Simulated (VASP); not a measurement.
# Ga2Pt: single point with PBEsol

The system is Ga2Pt, a slab with vacuum.

```
CELL_PARAMETERS angstrom
4.17971 0.00000 0.00000
2.08985 3.61973 0.00000
0.00000 0.00000 21.97226
ATOMIC_POSITIONS crystal
Ga 0.33333 0.33333 0.40293
Ga 0.00000 0.00000 0.48059
Ga 0.66667 0.66667 0.55824
Ga 0.33333 0.33333 0.63590
Pt 0.00000 0.00000 0.36410
Pt 0.33333 0.33333 0.51941
```

| Item | Value |
| --- | --- |
| Program | VASP 6.6.1 |
| Task | single point |
| Functional | PBEsol |
| Potentials or basis | VASP PAW PBE potentials, release 64 (Ga_d, Pt) |
| Cutoff | 520 eV |
| k mesh | 5 × 5 × 1 |
| Occupations | methfessel-paxton, width 0.1 eV |
| Spin | no spin polarisation |

The largest force is 1.467 eV/Å, the band gap on the k mesh is none (metal or under the smearing width) and the work function of the upper face is 4.58 eV. The work function of the lower face is 5.20 eV.

Forces on the atoms (eV/Å):
```
Ga   0.000  0.000 -0.851
Ga   0.000  0.000 -0.230
Ga   0.000  0.000  0.026
Ga   0.000  0.000 -0.057
Pt   0.000  0.000  1.467
Pt   0.000  0.000 -0.355
```

Levels at points of the mesh, in eV from the Fermi level:
| k point | band 34 | band 35 | band 36 | band 37 | band 38 | band 39 |
| --- | --- | --- | --- | --- | --- | --- |
| (0.00, 0.00, 0.00) | -1.16 | 1.44 | 2.42 | 2.42 | 2.52 | 4.00 |

Run time: 2 min on 1 thread of AMD EPYC 9R14 (Zen 4), with other jobs on the host, peak memory 0.39 GiB.

Caveat: the PAW data sets were made with another functional, which shifts forces and pressure a little. Spin-orbit coupling is left out, which matters for the levels of Pt.
